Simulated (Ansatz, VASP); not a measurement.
# Cross-check of SnAs between VASP and Ansatz, part 2 of 2

Wanted: the spread between two codes on one cell, functional and k mesh. The cell is taken from a series of runs on this material, whose earlier steps may have relaxed, scaled, displaced or heated it; both programs get it as it stands.

VASP 6.6.1 and Ansatz 0.2.0.

So far: Starting point; VASP: relaxation of cell and atoms, PBEsol, spin-orbit coupling.

## 3. Ansatz: relaxation of cell and atoms, PBEsol, spin-orbit coupling

Level of this step: Ansatz beside VASP: Kohn-Sham DFT, plane waves, PBEsol, spin-orbit coupling (Ansatz).

Ansatz runs on its fully relativistic PAW (standard-fr) files.

The same cell, functional, mesh and smearing now go to Ansatz, which takes its cutoff from its data sets.

Contents of input.yaml:

```yaml
crystal:
  lattice:
    - [0.0, 2.8565610613, 2.8565610613]
    - [2.8565610613, 0.0, 2.8565610613]
    - [2.8565610613, 2.8565610613, 0.0]
  atoms:
    - { symbol: Sn, position: [0.5, 0.5, 0.5] }
    - { symbol: As, position: [0.0, 0.0, 0.0] }
kpoints:
  mp_grid: { grid: [16, 16, 16] }
hamiltonian:
  xc: pbesol
  pseudopotentials: { kind: paw_fr }
scf:
  occupations: { method: fermi_dirac, width: 0.15 }
output:
  forces: true
  stress: true
  eigenvalues: true
magnetization:
  noncollinear: true
  spin_orbit: true
relax:
  adjacent_minimum: "off"
  f_tol: 0.001
  max_steps: 60
  cell: { stress_tol: 0.01 }
```

Run with:

```sh
ansatz run input.yaml --threads 8 --pin off --max-ram 14336MiB --backend cpu --events-out ev --progress --plain --runs-dir out
```

Numbers of over 12 decimals in the logs are rounded to 6 here.

The log of the run:

```text
Engine: ansatz 0.2.0, aarch64-unknown-linux-gnu
Pseudopotentials: kind: paw_fr
Pseudopotential: Sn, paw_fr, valence charge 14, recommended cutoff 420 eV (normal), Sn.paw.azcp#standard-fr
Pseudopotential: As, paw_fr, valence charge 15, recommended cutoff 420 eV (normal), As.paw.azcp#standard-fr
Functional definition: PBEsol
  exchange = pbesol_x
  correlation = pbesol_c
non-collinear run that drives no moment, with spin-orbit: no starting moment large enough to seed its density (crystal.atoms[].spin), no starting occupations that ask for one, no magnetisation constraint and no magnetic field, so the semilocal B_xc is pinned to zero
Crystal: 2 atoms, lattice volume = 46.619 Å³
Basis set: ecut = 420 eV, 941 PW (Γ), exchange–correlation on 60×60×60 points (8 copies of the dense FFT grid, shifted against one another)
Bands: 38, of which v1, the nominal top of the filled ones, is band 29 counted from 1 (28 counted from 0)
Symmetry: 48 space group operations + 48 with time reversal
Magnetic group: BNS 225.117 (UNI 1619), of the structure as read, at distance tolerance 3.6e-5 Å
k-points: 145 of 4096
Projection manifold: j_resolved (fully-relativistic pseudo-atomic orbitals)
Non-local potential: Sn, projectors of the file, l = 0: 2, l = 1: 4, l = 2: 4, l = 3: 4
Non-local potential: As, projectors of the file, l = 0: 2, l = 1: 4, l = 2: 6, l = 3: 2
PAW form: soft (Blöchl's): semilocal exchange-correlation on the pseudo side does not see the compensation charge
PAW frozen core: Sn, regenerated for the run's functional, and the local potential with it (the file was generated under x = pbe(κ = 0.804, μ = 0.219515), c = pbe(β = 0.066725))
PAW frozen core: As, regenerated for the run's functional, and the local potential with it (the file was generated under x = pbe(κ = 0.804, μ = 0.219515), c = pbe(β = 0.066725))
PAW one-centre angular grid: Sn, 590 points (default); XC on 64 Gauss nodes
PAW one-centre angular grid: As, 590 points (default); XC on 64 Gauss nodes
Initial density: superposition of atomic densities (chi_scale 0.1, normalization cell, long waves kept (reshape's long-wave potential 0.00 eV rms))
Initial wavefunctions: pseudopotential atomic-orbital guess
Functional: x = pbesol(κ = 0.804, μ = 0.123457), c = pbesol(β = 0.046)
SCF iter   1: F=—  HF=-10765.235158 eV  |F-HF|=—  |Δ(HF+E_count)|=         —  Δρ=1.87e-2  dr2=1.20e-1  dr2_m=0.00e0 (ungated)  ethr=3.10e-3  |M|=0.00e0 ∫|m|=0.00e0 μB  |m|>n=0.0e0 m-floor=0.0e0 τ_xc=0.0e0  β_m=0.30  ⟨swp⟩=8.5  Hψ=13699  notcnv=0
preconditioner: auto → Kerker (q_TF=auto, 2.521 Å⁻¹)  [metal: Δε(μ)=0.106 eV  Ē_g=18.214 eV  σ=0.150 eV  W_gap=0.17  n_scr=14 (ndim 8)  ℏωp=23.7 eV  f_vac=0.000  D(μ)=0.71/eV (n_scr^D=0)]
spin=Noncollinear: Kerker preconditioning applied to the charge; magnetization (m_x, m_y, m_z) channels mix plain (no charge-response kernel on spin).
SCF iter   2: F=—  HF=-10765.227313 eV  |F-HF|=—  |Δ(HF+E_count)|=   7.84e-3  Δρ=1.45e-2  dr2=7.57e-2  dr2_m=0.00e0 (ungated)  ethr=4.15e-4  |M|=0.00e0 ∫|m|=0.00e0 μB  |m|>n=0.0e0 m-floor=0.0e0 τ_xc=0.0e0  β_m=0.65  ⟨swp⟩=1.0  Hψ=3335  notcnv=0
SCF iter   3: F=—  HF=-10765.218011 eV  |F-HF|=—  |Δ(HF+E_count)|=   9.30e-3  Δρ=2.30e-3  dr2=2.21e-3  dr2_m=0.00e0 (ungated)  ethr=2.61e-4  |M|=0.00e0 ∫|m|=0.00e0 μB  |m|>n=0.0e0 m-floor=0.0e0 τ_xc=0.0e0  β_m=0.72  ⟨swp⟩=2.9  Hψ=5108  notcnv=0
SCF iter   4: F=—  HF=-10765.217030 eV  |F-HF|=—  |Δ(HF+E_count)|=   9.82e-4  Δρ=1.01e-3  dr2=5.41e-4  dr2_m=0.00e0 (ungated)  ethr=7.61e-6  |M|=0.00e0 ∫|m|=0.00e0 μB  |m|>n=0.0e0 m-floor=0.0e0 τ_xc=0.0e0  β_m=0.83  ⟨swp⟩=2.5  Hψ=4981  notcnv=0
SCF iter   5: F=—  HF=-10765.217169 eV  |F-HF|=—  |Δ(HF+E_count)|=   1.39e-4  Δρ=3.89e-4  dr2=9.31e-5  dr2_m=0.00e0 (ungated)  ethr=1.87e-6  |M|=0.00e0 ∫|m|=0.00e0 μB  |m|>n=0.0e0 m-floor=0.0e0 τ_xc=0.0e0  β_m=0.91  ⟨swp⟩=2.0  Hψ=4774  notcnv=0
SCF iter   6: F=—  HF=-10765.217189 eV  |F-HF|=—  |Δ(HF+E_count)|=   2.00e-5  Δρ=1.30e-4  dr2=1.20e-5  dr2_m=0.00e0 (ungated)  ethr=3.21e-7  |M|=0.00e0 ∫|m|=0.00e0 μB  |m|>n=0.0e0 m-floor=0.0e0 τ_xc=0.0e0  β_m=0.82  ⟨swp⟩=2.0  Hψ=4785  notcnv=0  defer=20
SCF iter   7: F=—  HF=-10765.217182 eV  |F-HF|=—  |Δ(HF+E_count)|=   6.97e-6  Δρ=5.18e-5  dr2=1.14e-6  dr2_m=0.00e0 (ungated)  ethr=4.14e-8  |M|=0.00e0 ∫|m|=0.00e0 μB  |m|>n=0.0e0 m-floor=0.0e0 τ_xc=0.0e0  β_m=0.91  ⟨swp⟩=2.0  Hψ=4777  notcnv=0  defer=20
SCF iter   8: F=-10765.217182 eV  HF=-10765.217182 eV  |F-HF|=3.68e-8  |Δ(HF+E_count)|=   2.63e-7  Δρ=1.07e-5  dr2=4.77e-8  dr2_m=0.00e0 (ungated)  ethr=3.45e-10  |M|=0.00e0 ∫|m|=0.00e0 μB  |m|>n=0.0e0 m-floor=0.0e0 τ_xc=0.0e0  ⟨swp⟩=6.1  Hψ=12041  notcnv=0
SCF 1 converged in 8 iterations: F = -10765.217182 eV  dr2 = 4.77e-8
  greatest PAW one-centre occupation: 0.999 electrons in one spin orbital (limit 2), on the As atom at site 1 (counted from 0), in its partial waves of l = 2
[...]
SCF 2 converged in 4 iterations: F = -10765.217156 eV  dr2 = 2.18e-8
relax step   2: F+E_penalty+E_count = -10765.21715575 eV  Δ(F+E_penalty+E_count) = +2.589e-5 eV  max|allowed force component| = 3.333e-29 eV/Å  Δτ_max = 0.0000 Å  P = -0.089 GPa  Ω = 46.740 Å³  energy of the carried Pulay correction = -2.927e-5 eV  (4 SCF iters, dr2 threshold 2.40e-8 eV, accepted)
[...]
relax step   3: F+E_penalty+E_count = -10765.21718563 eV  Δ(F+E_penalty+E_count) = -2.988e-5 eV  max|allowed force component| = 1.620e-28 eV/Å  Δτ_max = 0.0000 Å  P = -0.000 GPa  Ω = 46.682 Å³  energy of the carried Pulay correction = -1.536e-5 eV  (3 SCF iters, dr2 threshold 1.97e-8 eV, accepted)
[...]
relax step   4: F+E_penalty+E_count = -10765.21720205 eV  Δ(F+E_penalty+E_count) = -1.642e-5 eV  max|allowed force component| = 1.195e-28 eV/Å  Δτ_max = 0.0000 Å  P = -0.000 GPa  Ω = 46.682 Å³  stress off target by 3.03e-4 GPa  SCF on the basis re-selected at this cell (its energy is not comparable with the rows above)  (6 SCF iters)
basis re-selected at this cell: Δ(F+E_penalty+E_count) = -1.642e-5 eV, ΔP = -0.000 GPa vs the last step (what re-selecting the basis moved, of the pressure what is left beyond the Pulay correction that the steps carried, after the strain that the cell walked since its last selection, with what the two solves' SCF thresholds leave and, on support functions, any second-order correction that the steps lacked; it is no m [...]
SCF converged after 6 iterations
Magnetization: |M| = 0.0000 μB,  M = (+0.0000, +0.0000, +0.0000) μB
Absolute magnetization: 0.0000 μB (∫|m|)
  site 0: m = (+0.0000, +0.0000, +0.0000) μB, |m| = 0.0000 μB  (R = 1.18 Å)
  site 1: m = (+0.0000, +0.0000, +0.0000) μB, |m| = 0.0000 μB  (R = 1.18 Å)
Free energy (F): -10765.217202 eV
Harris-Foulkes:  -10765.217202 eV  (|F-HF|=3.64e-12)
Internal energy: -10765.163459 eV  (E = F + TS)
E sigma→0 (E₀):  -10765.190330 eV
Entropy (-TS):   -0.053743 eV (-26.872 meV/atom)
Fermi energy:    10.969445 eV
--- Per-component energies (eV) ---
  E_band       = -299.384189
  E_kinetic    = 290.699529
  E_local      = -2472.093743  (includes V_loc(G=0)·N_el)
  E_nonlocal   = -698.301817
  E_hartree    = 1440.441424
  E_xc         = -458.672323
  E_vxc        = -176.847811  (∫ρ·V_xc dr)
  E_paw        = -5860.546407  (= ΣΔE_a)
  E_vpaw       = -123.723183  (= ΣTr[D̂ρ^β])
  E_aug_tail   = 0.000009  (compensation charges beyond the density's cutoff)
  E_ewald      = -3007.948173
  E_core_change = 1.258043  (= ΣΔE_core)
  E_smearing   = -0.053743  (= −TS)
  E_closure    = 0.000000  (closes the sum)
  Σ components = -10765.217202   (vs F -10765.217202, Δ=0.00e0)
--- Forces (eV/Å), atoms counted from 1 ---
  atom   1  Sn     0.00000000    -0.00000000    -0.00000000
  atom   2  As    -0.00000000     0.00000000     0.00000000
  max |Σ_I F_I| component: 2.32e-28 eV/Å
--- Stress (GPa, compression-positive) ---
       -0.000303       0.000000      -0.000000
        0.000000      -0.000303      -0.000000
       -0.000000       0.000000      -0.000303
  P = ⅓ Tr σ = -0.0003 GPa (-0.003 kbar)
--- Band table (eV; the first three rows and the last of 145) ---
  k-point 0: bands = [... 25 lower, 9.6036, 10.0539, 10.0539, 10.0539, 10.0539, 15.9626, 15.9626, 16.7406, ... 5 higher]
  k-point 1: bands = [... 25 lower, 9.6976, 10.0572, 10.0572, 10.3369, 10.3369, 15.6842, 15.6842, 16.3266, ... 5 higher]
  k-point 2: bands = [... 25 lower, 9.7557, 10.0698, 10.0698, 10.8889, 10.8889, 15.0844, 15.0844, 15.6640, ... 5 higher]
  k-point 144: bands = [... 25 lower, 6.1072, 6.1612, 6.1612, 11.9152, 11.9152, 13.1565, 13.1565, 16.9202, ... 5 higher]
--- Relaxed structure (3 steps of the walk, 3 accepted, 1 SCFs on fresh bases) ---
  F+E_penalty+E_count = -10765.21720205 eV   max|allowed force component| = 1.195e-28 eV/Å   (the final SCF, on the basis selected at the relaxed cell)
  cell:  # Å, volume = 46.6821 Å³
    - [0, 2.857856, 2.857856]
    - [2.857856, 0, 2.857856]
    - [2.857856, 2.857856, 0]
  atoms:
    - { symbol: Sn, position: [0.500000, 0.500000, 0.500000] }
    - { symbol: As, position: [0, 0, 0] }
```

## 4. Comparison

Known differences besides the potentials themselves: spin-orbit coupling enters by fully relativistic files in Ansatz and inside the spheres in VASP; the data sets hold 29 valence electrons in Ansatz (on its fully relativistic PAW (standard-fr) files) and 19 in VASP; the cutoff is 420 eV in Ansatz and 500 eV in VASP; Ansatz makes its cores anew for this functional, VASP keeps those of its PBE data sets; Ansatz adds a Pulay correction to the stress that steers its cell, VASP none. Total energies have different zeros and are not compared.

Both answers:

| quantity | Ansatz | VASP | difference |
| --- | --- | --- | --- |
| volume (Å³) | 46.68 | 46.77 | -0.18 % |
| edge a after relaxation, in the typed setting (Å) | 4.042 | 4.044 | -0.06 % |

## 5. What came out

```json
{"difference in volume (relaxation of cell and atoms, PBEsol, spin-orbit coupling)": "-0.18 %"}
```

The difference in volume is -0.18 % (relaxation of cell and atoms, PBEsol, spin-orbit coupling), within the 1.2 % picked in this series as the mark of a large difference, as far as the stopping tolerances let one tell. The data sets hold unlike numbers of valence electrons (29 in Ansatz and 19 in VASP), so part of the differences comes from the potentials. How closely two codes agree says nothing of how well the functional describes the real material.

[Lines on the potential files, build, host, timing and source positions are cut from VASP's logs without a mark.]

[Logs are printed without paths, hosts, clocks, repeated set-up lines and the standing remarks that a program may print on its own settings, such as how far it seeks lower states.]

[Hosts, paths, dates, database ids (printed as entryN), source tags and the programs' standing remarks are cut or masked in the printed files.]
